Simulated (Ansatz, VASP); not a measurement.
# Cross-check of ZrTaGe2As4Se2 (1T-ZrSe2 under TaGe2As4, AB) between VASP and Ansatz

One calculation is typed for both programs; each brings its own data sets. How far apart do they land? The cell is taken from a series of runs on this material, whose earlier steps may have relaxed, scaled, displaced or heated it; both programs get it as it stands.

Calculated with Ansatz 0.2.0; plane waves, with VASP 6.6.1 beside it; single point at PBE with D4.

### 1. Set-up

The cell holds 10 atoms: 2 Se, 1 Zr, 4 As, 2 Ge and 1 Ta. Its edges and angles: a = 3.725 Å, b = 3.725 Å, c = 34.884 Å, α = 90.0°, β = 90.0°, γ = 120.0°. Vacuum lies along c.

### 2. Ansatz: single point, PBE with D4

Ansatz runs on its default PAW (the set named soft_2) files.

With cell and atoms fixed, the geometry can't cause a difference; cores, projectors, grids and the points listed under the comparison can.

Contents of input.yaml:

```yaml
crystal:
  lattice:
    - [3.7251473141, 0.0, 0.0]
    - [-1.862573657, 3.2260722068, 0.0]
    - [0.0, 0.0, 34.8842351983]
  atoms:
    - { symbol: Se, position: [0.6666666667, 0.3333333333, 0.2579961965] }
    - { symbol: Zr, position: [0.0, 0.0, 0.3039841296] }
    - { symbol: Se, position: [0.3333333333, 0.6666666667, 0.3500886155] }
    - { symbol: As, position: [0.3333333333, 0.6666666667, 0.4502907489] }
    - { symbol: Ge, position: [0.6666666667, 0.3333333333, 0.4833210671] }
    - { symbol: As, position: [0.6666666667, 0.3333333333, 0.5534365217] }
    - { symbol: Ta, position: [0.3333333333, 0.6666666667, 0.596130771] }
    - { symbol: As, position: [0.6666666667, 0.3333333333, 0.6390209254] }
    - { symbol: Ge, position: [0.6666666667, 0.3333333333, 0.7089609597] }
    - { symbol: As, position: [0.3333333333, 0.6666666667, 0.7420038035] }
kpoints:
  mp_grid: { grid: [12, 12, 1] }
  band_path:
    path: [[0, 0, 0], [0.5, 0, 0], [0.33333333, 0.33333333, 0], [0, 0, 0]]
    npoints: 16
hamiltonian:
  xc: pbe
  dispersion: d4
scf:
  occupations: { method: fermi_dirac, width: 0.02585 }
  convergence: { dr2_threshold: 1.0e-10 }
efield:
  axis: 3
  dipole_correction: true
  ramp_position: 0.97
  ramp_width: 0.06
  amplitude: 0
output:
  dos: { projected: true, e_range: [-6, 5] }
  bader: true
  write_potential: true
  write_density: true
  volumetric_format: npy
  elf: true
```

Started as:

```
$ ansatz run input.yaml --threads 4 --pin off --max-ram 12288MiB --backend cpu --events-out ev --progress --plain --runs-dir out
```

Numbers of over 12 decimals in the logs are rounded to 6 here.

Log:

```text
Engine: ansatz 0.2.0, x86_64-unknown-linux-gnu
Pseudopotentials: kind: paw
Pseudopotential: Se, paw, valence charge 16, recommended cutoff 420 eV (normal), Se.paw.azcp
Pseudopotential: Zr, paw, valence charge 12, recommended cutoff 420 eV (normal), Zr.paw.azcp
Pseudopotential: As, paw, valence charge 15, recommended cutoff 420 eV (normal), As.paw.azcp
Pseudopotential: Ge, paw, valence charge 14, recommended cutoff 420 eV (normal), Ge.paw.azcp
Pseudopotential: Ta, paw, valence charge 13, recommended cutoff 420 eV (normal), Ta.paw.azcp
Functional definition: PBE
  parameter kappa = 0.804
  parameter beta = 0.066725
  exchange = pbe_x(kappa = kappa, mu = beta*pi^2/3)
  correlation = pbe_c(beta = beta)
Crystal: 10 atoms, lattice volume = 419.225 Å³
Basis set: ecut = 420 eV, 8253 PW (Γ)
Bands: 87, of which v1, the nominal top of the filled ones, is band 73 counted from 1 (72 counted from 0)
Symmetry: 6 space group operations
Space group: P3m1 (ITA 156), of the structure as read, at distance tolerance 7.5e-5 Å
k-points: 19 of 144 (time reversal used)
Non-local potential: Se, projectors of the file, l = 0: 2, l = 1: 2, l = 2: 3, l = 3: 1
Non-local potential: Zr, projectors of the file, l = 0: 3, l = 1: 2, l = 2: 2, l = 3: 2
Non-local potential: As, projectors of the file, l = 0: 2, l = 1: 2, l = 2: 3, l = 3: 1
Non-local potential: Ge, projectors of the file, l = 0: 2, l = 1: 2, l = 2: 3, l = 3: 1
Non-local potential: Ta, projectors of the file, l = 0: 3, l = 1: 2, l = 2: 2, l = 3: 1
PAW form: soft (Blöchl's): semilocal exchange-correlation on the pseudo side does not see the compensation charge
PAW one-centre angular grid: Se, 590 points (default); XC on 64 Gauss nodes
PAW one-centre angular grid: Zr, 590 points (default); XC on 64 Gauss nodes
PAW one-centre angular grid: As, 590 points (default); XC on 64 Gauss nodes
PAW one-centre angular grid: Ge, 590 points (default); XC on 64 Gauss nodes
PAW one-centre angular grid: Ta, 590 points (default); XC on 64 Gauss nodes
Initial density: superposition of atomic densities (neutral atoms: chi_scale 0, normalization atom), corrected by the library's trained network
Initial wavefunctions: pseudopotential atomic-orbital guess
Functional: x = pbe(κ = 0.804, μ = 0.219515), c = pbe(β = 0.066725)
SCF iter   1: F=—  HF=-53076.548413 eV  |F-HF|=—  |Δ(HF+E_count)|=         —  Δρ=2.77e-3  dr2=5.10e-1  ethr=1.77e-3  p=0.044 e·Å  D=1.92e-2 V/Å  ΔV_dip=-0.67 eV  dr2_dipole=2.42e-1  V_vac-E_F(+/−)=5.02/5.69 eV  ⟨swp⟩=6.9  Hψ=6243  notcnv=0  defer=11
efield: sawtooth ramp at fractional position 0.9700 (set: `efield.ramp_position`, or a place that a band, a saddle search or an elastic batch's reference lends), width 0.0600; the density the first Hamiltonian is built on has a dipole p = 0.044 e·Å; the dipole correction subtracts the counter field D = 1.92e-2 V/Å, which shifts the + side's vacuum level by -0.67 eV against the − side's; the planar-averaged density in the ramp window peaks in size at 2.3e-5 e/Å³
preconditioner: auto → LDOS  [metal: Δε(μ)=0.021 eV  Ē_g=8.094 eV  σ=0.026 eV  W_gap=0.19  n_scr=102 (ndim 8)  ℏωp=12.7 eV  f_vac=0.447  D(μ)=4.21/eV (n_scr^D=14)  β→1.0]
SCF iter   2: F=—  HF=-53076.538142 eV  |F-HF|=—  |Δ(HF+E_count)|=   1.03e-2  Δρ=1.83e-3  dr2=1.63e-1  ethr=3.52e-4  p=0.041 e·Å  D=1.77e-2 V/Å  ΔV_dip=-0.62 eV  dr2_dipole=8.01e-2  V_vac-E_F(+/−)=4.98/5.60 eV  ⟨swp⟩=2.0  Hψ=2299  notcnv=0  defer=118
SCF iter   3: F=—  HF=-53076.547753 eV  |F-HF|=—  |Δ(HF+E_count)|=   9.61e-3  Δρ=2.58e-3  dr2=1.62e-1  ethr=1.12e-4  p=0.011 e·Å  D=4.71e-3 V/Å  ΔV_dip=-0.16 eV  dr2_dipole=2.04e-3  V_vac-E_F(+/−)=4.93/5.09 eV  ⟨swp⟩=3.0  Hψ=2152  notcnv=0  defer=118
SCF iter   4: F=—  HF=-53076.523367 eV  |F-HF|=—  |Δ(HF+E_count)|=   2.44e-2  Δρ=3.41e-4  dr2=6.83e-3  ethr=1.11e-4  p=0.016 e·Å  D=6.80e-3 V/Å  ΔV_dip=-0.24 eV  dr2_dipole=2.92e-3  V_vac-E_F(+/−)=4.94/5.18 eV  ⟨swp⟩=2.8  Hψ=2154  notcnv=0  defer=118
SCF iter   5: F=—  HF=-53076.523148 eV  |F-HF|=—  |Δ(HF+E_count)|=   2.19e-4  Δρ=2.22e-4  dr2=4.06e-3  ethr=4.71e-6  p=0.019 e·Å  D=8.26e-3 V/Å  ΔV_dip=-0.29 eV  dr2_dipole=1.76e-3  V_vac-E_F(+/−)=4.94/5.23 eV  ⟨swp⟩=2.0  Hψ=2061  notcnv=0  defer=119
SCF iter   6: F=—  HF=-53076.523030 eV  |F-HF|=—  |Δ(HF+E_count)|=   1.17e-4  Δρ=1.15e-4  dr2=2.58e-4  ethr=2.80e-6  p=0.017 e·Å  D=7.16e-3 V/Å  ΔV_dip=-0.25 eV  dr2_dipole=1.76e-5  V_vac-E_F(+/−)=4.94/5.19 eV  ⟨swp⟩=1.4  Hψ=1541  notcnv=0  defer=119
SCF iter   7: F=—  HF=-53076.523028 eV  |F-HF|=—  |Δ(HF+E_count)|=   2.16e-6  Δρ=8.08e-5  dr2=5.65e-4  ethr=1.78e-7  p=0.017 e·Å  D=7.28e-3 V/Å  ΔV_dip=-0.25 eV  dr2_dipole=2.88e-4  V_vac-E_F(+/−)=4.94/5.20 eV  ⟨swp⟩=2.1  Hψ=1991  notcnv=0  defer=119
[...]
SCF iter  12: F=—  HF=-53076.523087 eV  |F-HF|=—  |Δ(HF+E_count)|=   3.80e-9  Δρ=1.02e-6  dr2=1.07e-8  ethr=9.13e-11  p=0.018 e·Å  D=7.58e-3 V/Å  ΔV_dip=-0.26 eV  dr2_dipole=2.15e-10  V_vac-E_F(+/−)=4.94/5.21 eV  ⟨swp⟩=2.0  Hψ=1700  notcnv=0  defer=119
SCF iter  13: F=—  HF=-53076.523087 eV  |F-HF|=—  |Δ(HF+E_count)|=   1.33e-9  Δρ=4.91e-7  dr2=2.72e-9  ethr=7.39e-12  p=0.018 e·Å  D=7.58e-3 V/Å  ΔV_dip=-0.26 eV  dr2_dipole=3.44e-10  V_vac-E_F(+/−)=4.94/5.21 eV  ⟨swp⟩=2.0  Hψ=1854  notcnv=0  defer=119
SCF iter  14: F=—  HF=-53076.523087 eV  |F-HF|=—  |Δ(HF+E_count)|=  2.69e-10  Δρ=1.65e-7  dr2=2.88e-10  ethr=1.88e-12  p=0.018 e·Å  D=7.58e-3 V/Å  ΔV_dip=-0.26 eV  dr2_dipole=2.04e-11  V_vac-E_F(+/−)=4.94/5.20 eV  ⟨swp⟩=2.0  Hψ=1909  notcnv=0  defer=119
SCF iter  15: F=-53076.523087 eV  HF=-53076.523087 eV  |F-HF|=7.28e-12  |Δ(HF+E_count)|=  5.09e-11  Δρ=5.83e-8  dr2=3.64e-11  ethr=1.00e-12  p=0.018 e·Å  D=7.58e-3 V/Å  ΔV_dip=-0.26 eV  dr2_dipole=2.26e-12  V_vac-E_F(+/−)=4.94/5.20 eV  ⟨swp⟩=10.2  Hψ=5215  notcnv=0
SCF 1 converged in 15 iterations: F = -53076.523087 eV  dr2 = 3.64e-11
  greatest PAW one-centre occupation: 1.000 electrons in one spin orbital (limit 2), on the Se atom at site 2 (counted from 0), in its partial waves of l = 2
NSCF: frozen V_eff on 49 k-points
efield: sawtooth ramp at fractional position 0.9700 (kept from the solve that this one continues, or follows in the run), width 0.0600; the density the first Hamiltonian is built on has a dipole p = 0.018 e·Å; the dipole correction subtracts the counter field D = 7.58e-3 V/Å, which shifts the + side's vacuum level by -0.26 eV against the − side's; the planar-averaged density in the ramp window peaks in size at 1.8e-6 e/Å³
WARN: The output density's exchange-correlation potential varies sharply where the density is thin. Do not read a vacuum level from v_tot or v_xc, or from such a field of the output density. On a cell that repeats whose density bears no net charge and no dipole along the vacuum's axis use v_es (v_loc + v_h of the components); under efield.dipole_correction with no amplitude use v_es + v_field, which holds any externa [...]
SCF converged after 15 iterations
Free energy (F): -53076.523087 eV
Harris-Foulkes:  -53076.523087 eV  (|F-HF|=7.28e-12)
Internal energy: -53076.514983 eV  (E = F + TS)
E sigma→0 (E₀):  -53076.519035 eV
Entropy (-TS):   -0.008104 eV (-0.810 meV/atom)
Fermi energy:    3.071839 eV
Dipole field:    D = 0.007579 V/Å  (p = 0.017560 e·Å, saw-weighted, corrected)
Work function:   Φ+ = 4.9406 eV   Φ− = 5.2050 eV
Levels:          The Fermi level and band energies are counted from a zero that moves with the ramp; work functions are not
--- Per-component energies (eV) ---
  E_band       = -3254.719495
  E_kinetic    = 1571.566140
  E_local      = -200736.923046  (includes V_loc(G=0)·N_el)
  E_nonlocal   = -2944.713487
  E_hartree    = 99672.473973
  E_xc         = -1057.554050
  E_vxc        = -1038.698155  (∫ρ·V_xc dr)
  E_paw        = -26552.277132  (= ΣΔE_a)
  E_vpaw       = 549.390682  (= ΣTr[D̂ρ^β])
  E_aug_tail   = -0.000442  (compensation charges beyond the density's cutoff)
  E_efield     = 0.000067  (sawtooth field / dipole correction)
  E_vefield    = -0.288086  (∫n·V_field dr)
  E_ewald      = 76974.059805
  E_disp       = -3.146810  (pairwise vdW)
  E_smearing   = -0.008104  (= −TS)
  E_closure    = 0.000000  (closes the sum)
  Σ components = -53076.523087   (vs F -53076.523087, Δ=0.00e0)
--- Band table (eV; the first three rows and the last of 19) ---
  k-point 0: bands = [... 69 lower, 2.7930, 2.8435, 2.8435, 3.5185, 3.9119, 3.9119, 4.4035, 4.7918, ... 10 higher]
  k-point 1: bands = [... 69 lower, 2.5409, 2.6045, 2.6780, 3.5632, 3.9764, 4.2031, 4.5797, 5.3501, ... 10 higher]
  k-point 2: bands = [... 69 lower, 2.1288, 2.3258, 2.4587, 3.4085, 3.8206, 4.6762, 4.8408, 5.2322, ... 10 higher]
  k-point 18: bands = [... 69 lower, 0.8090, 1.5786, 2.2690, 3.7819, 4.1507, 4.4603, 4.7673, 5.1468, ... 10 higher]
--- Bader charges: 10 sites ---
  site symbol  charge [e]  shift [e]
     0     Se     -0.9474     0.0004
     1     Zr      1.8865     0.0009
     2     Se     -0.9599     0.0004
     3     As     -0.2694     0.0001
     4     Ge      0.4090     0.0001
     5     As     -0.7977     0.0019
     6     Ta      1.3540     0.0037
     7     As     -0.7955     0.0018
     8     Ge      0.4125     0.0001
     9     As     -0.2921     0.0001
  estimated error of the sums over rays = 9.3e-4 e
```

Reading the cycles: dr2 is the Hartree energy of the density residual (eV), the measure of convergence; HF is the Harris–Foulkes estimate of the energy, which meets the free energy F at convergence.

(Continued in part 2 of 2.)

[Lines on the potential files, build, host, timing and source positions are cut from VASP's logs without a mark.]

[Logs are printed without paths, hosts, clocks, repeated set-up lines and the standing remarks that a program may print on its own settings, such as how far it seeks lower states.]

[Hosts, paths, dates, database ids (printed as entryN), source tags and the programs' standing remarks are cut or masked in the printed files.]
